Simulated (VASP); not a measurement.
Cl2, in a box:

```
CELL_PARAMETERS angstrom
12.24355 0.00000 0.00000
0.00000 12.74355 0.00000
0.00000 0.00000 13.24355
ATOMIC_POSITIONS crystal
Cl 0.50707 0.46473 0.56583
Cl 0.49309 0.54221 0.43569
```

Base run:

- Program: VASP 6.6.1
- Functional: PBE
- Dispersion: D3(BJ)
- Potentials or basis: VASP PAW PBE potentials, release 64 (Cl)
- Cutoff: 520 eV
- k mesh: 1 × 1 × 1
- Occupations: gaussian, width 0.01 eV
- Spin: no spin polarisation

Its results: gap between the frontier levels 3.06 eV.

Question: The run is repeated on the same cell with these changes: cutoff from 520 eV to 400 eV; further incar settings from ALGO = Fast; EDIFF = 1e-06; ISYM = 0 to ALGO = Fast; EDIFF = 1e-07; ISYM = 0; IBRION = 5; POTIM = 0.015; NSW = 1. What comes out?

Answer: Gap between the frontier levels 2.98 eV.

Caveats: some modes are imaginary (some runs).

A k mesh can miss the band edges.

Not every run made on this cell is shown here.
